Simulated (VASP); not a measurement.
## SnO (space group Cmce): computed properties

Computed with r2SCAN meta-GGA, VASP's PBE PAW potentials (set 64) (plane waves; VASP).

space group: Cmce (64)
cell: a = 5.395 Å, b = 5.396 Å, c = 9.808 Å, α = 90.00°, β = 90.00°, γ = 90.00°
volume per atom: 17.84 Å^3/atom
band gap (over mesh and band path): 0.31 eV
smallest direct gap (over mesh and band path): 1.96 eV
band-edge character: indirect, Γ to Y
density: 6.27 g/cm³

```cif
data_O4Sn4
_chemical_formula_sum 'Sn4 O4'
_space_group_name_H-M_alt 'P 1'
_space_group_IT_number 1
_cell_length_a 3.81495
_cell_length_b 3.81495
_cell_length_c 9.80799
_cell_angle_alpha 90.000
_cell_angle_beta 90.000
_cell_angle_gamma 90.008
loop_
_space_group_symop_operation_xyz
  'x, y, z'
loop_
_atom_site_label
_atom_site_type_symbol
_atom_site_fract_x
_atom_site_fract_y
_atom_site_fract_z
_atom_site_occupancy
Sn1 Sn 0.74402 0.25598 0.86734 1
Sn2 Sn 0.25598 0.74402 0.13266 1
Sn3 Sn 0.75598 0.24402 0.36734 1
Sn4 Sn 0.24402 0.75598 0.63266 1
O1 O 0.25589 0.24411 0.25000 1
O2 O 0.74411 0.75589 0.75000 1
O3 O 0.24411 0.25589 0.75000 1
O4 O 0.75589 0.74411 0.25000 1
```

Unless said otherwise, spin-orbit coupling is left out, though it shifts the bands of the heavy elements here.

The structure comes from a computed database's SnO entry (Cmce); how it stands against other phases isn't given here. It was relaxed first, which changed the volume by -7 %. Symmetry was kept, so distortions that lower it aren't found.
